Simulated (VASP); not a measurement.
Here is a VASP 6.6.1 calculation.

The input POSCAR:

```
HfIn4SiO6                               
1.0
    5.4006759341      0.0252904908     -0.0470793561
   -2.6044883011      4.9614130228     -0.0255881927
   -1.5360821418     -1.2556374129      9.6081193725
  Hf              In              Si              O             
     1     4     1     6
Direct
     0.2338777135701475    0.0672983898025938    0.4008730314883590
     0.1457175280680716    0.5760924075172515    0.8714645781772490
     0.5237951631674326    0.7195440233801287    0.3508981502860944
     0.5708141352681151    0.3148767843989281    0.1191365250847741
     0.8811644811729201    0.3873670445529042    0.5623474929900965
     0.8827763623462416    0.9485310493181691    0.0393350940119296
     0.2585740987940270    0.3997773874228160    0.4851319479801445
     0.9605988326728535    0.7915703287800229    0.4862603652098024
     0.8398373031723091    0.6429569526841795    0.9863840085515488
     0.9970049677771901    0.0016971878108852    0.2134575982942166
     0.1340298387443992    0.2006381072064746    0.9799706775868071
     0.5718095752462996    0.9496503371256463    0.0047405303389782
```

File INCAR.step1:

```
SYSTEM = HfIn4SiO6
PREC = Accurate ; ENCUT = 520
EDIFF = 1E-7 ; ISMEAR = -1
SIGMA = 0.05 ; LREAL = .False.
LASPH = .True. ; NELM = 100
ALGO = Fast ; ISIF = 2
LWAVE = .False. ; LCHARG = .True.
LMAXMIX = 4 ; GGA = RP
NBANDS = 63 ; KPAR = 4
```

Contents of KPOINTS.step1:

```
regular mesh
0
Gamma
  6 6 3
  0 0 0
```

The input INCAR.step2:

```
SYSTEM = HfIn4SiO6
PREC = Accurate ; ENCUT = 520
EDIFF = 1E-7 ; ISMEAR = 0
SIGMA = 0.05 ; LREAL = .False.
LASPH = .True. ; NELM = 100
ALGO = Fast ; ISIF = 2
LWAVE = .False. ; LCHARG = .False.
LMAXMIX = 4 ; GGA = RP
NBANDS = 63 ; KPAR = 4
ICHARG = 11
```

KPOINTS.step2

```
path XGY,LGZ,NGM,RG
20
line-mode
reciprocal
 0.0000000000  0.0000000000 -0.5000000000  X
 0.0000000000  0.0000000000  0.0000000000  G

 0.0000000000  0.0000000000  0.0000000000  G
 0.0000000000  0.5000000000  0.0000000000  Y

 0.0000000000  0.5000000000 -0.5000000000  L
 0.0000000000  0.0000000000  0.0000000000  G

 0.0000000000  0.0000000000  0.0000000000  G
 0.5000000000 -0.5000000000  0.0000000000  Z

 0.5000000000 -0.5000000000 -0.5000000000  N
 0.0000000000  0.0000000000  0.0000000000  G

 0.0000000000  0.0000000000  0.0000000000  G
 0.5000000000  0.0000000000  0.0000000000  M

 0.5000000000  0.0000000000 -0.5000000000  R
 0.0000000000  0.0000000000  0.0000000000  G
```

Potentials or basis: VASP PAW PBE potentials, release 64 (Hf_pv, In_d, Si, O).

Run with:

```bash
$ cat potpaw_PBE.64/Hf_pv/POTCAR potpaw_PBE.64/In_d/POTCAR potpaw_PBE.64/Si/POTCAR potpaw_PBE.64/O/POTCAR > POTCAR
$ cp INCAR.step1 INCAR
$ cp KPOINTS.step1 KPOINTS
$ mpirun -np 4 vasp_std > vasp.out
$ cp INCAR.step2 INCAR
$ cp KPOINTS.step2 KPOINTS
$ mpirun -np 4 vasp_std > vasp.out
```

**Question.** What does it give for the band gap on the k mesh?

**Answer.** 1.15 eV, indirect (least direct gap 1.29 eV).

**Question.** What does it give for the band gap along the path?

**Answer.** 1.10 eV, indirect (least direct gap 1.30 eV).

Levels at the corners of the path, in eV from the valence-band top:
```csv
point,band 48,band 49,band 50,band 51,band 52,band 53,band 54,band 55
X,-2.40,-2.27,-0.73,-0.66,1.56,1.69,2.85,3.52
Γ,-2.31,-1.76,-1.50,-0.20,1.10,2.44,2.71,3.36
Γ,-2.31,-1.76,-1.50,-0.20,1.10,2.44,2.71,3.36
Y,-2.18,-1.71,-1.22,-0.40,1.45,2.08,2.66,2.80
L,-2.16,-1.67,-1.28,-0.60,1.99,2.04,2.54,2.94
Γ,-2.31,-1.76,-1.50,-0.20,1.10,2.44,2.71,3.36
Γ,-2.31,-1.76,-1.50,-0.20,1.10,2.44,2.71,3.36
Z,-2.24,-1.80,-1.37,-0.24,1.98,2.12,2.45,2.82
N,-2.10,-1.76,-1.57,0.00,1.65,1.85,2.69,3.06
Γ,-2.31,-1.76,-1.50,-0.20,1.10,2.44,2.71,3.36
Γ,-2.31,-1.76,-1.50,-0.20,1.10,2.44,2.71,3.36
M,-2.15,-1.89,-0.84,-0.37,1.56,2.07,2.11,2.61
R,-2.15,-1.89,-0.81,-0.26,1.39,1.87,2.24,2.90
Γ,-2.31,-1.76,-1.50,-0.20,1.10,2.44,2.71,3.36
```

Caveat: the log is that of the step along the path at fixed density, whose energy, stress, charges and moments have no meaning; spin-orbit coupling is left out, which moves the levels of the heavy elements. RPBE gaps usually lie below the measured ones, often by a third to a half.
